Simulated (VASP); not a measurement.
Calculation: r2SCAN meta-GGA, VASP's PBE PAW potentials (set 64) (plane waves; VASP).

VASP ran on this input.

**POSCAR**
```
C
1
    0.0000000000     1.7992342224     1.7992342224
    1.7992342224     0.0000000000     1.7992342224
    1.7992342224     1.7992342224     0.0000000000
C
2
Direct
  0.0000000000   0.0000000000   0.0000000000
  0.2500000000   0.2500000000   0.2500000000
```

### INCAR
```
SYSTEM = C
PREC = Accurate; ENCUT = 520; LREAL = .FALSE.
LASPH = .TRUE.
EDIFF = 1E-7; NELM = 100; ALGO = Normal
LMIXTAU = .TRUE.
ISMEAR = 0; SIGMA = 0.05
METAGGA = R2SCAN
ISIF = 2
LWAVE = .FALSE.; LCHARG = .FALSE.
```

### KPOINTS
```
Automatic mesh
0
Gamma
13 13 13
0 0 0
```

POTCAR, in this order: C (PBE.64 set). Program: vasp_std.

Task: What will the output report for the number of irreducible k-points (NKPTS), largest plane-wave count, number of space-group operations, FFT grid (NGX, NGY, NGZ)?

Result: 
```
Property                                      Result
--------------------------------------  ------------
number of irreducible k-points (NKPTS)            84
largest plane-wave count                         331
number of space-group operations                  48
FFT grid (NGX, NGY, NGZ)                20 × 20 × 20
```

The compound is C in the diamond structure. This cell is one point of a volume scan, at 1.03 of the reference volume.
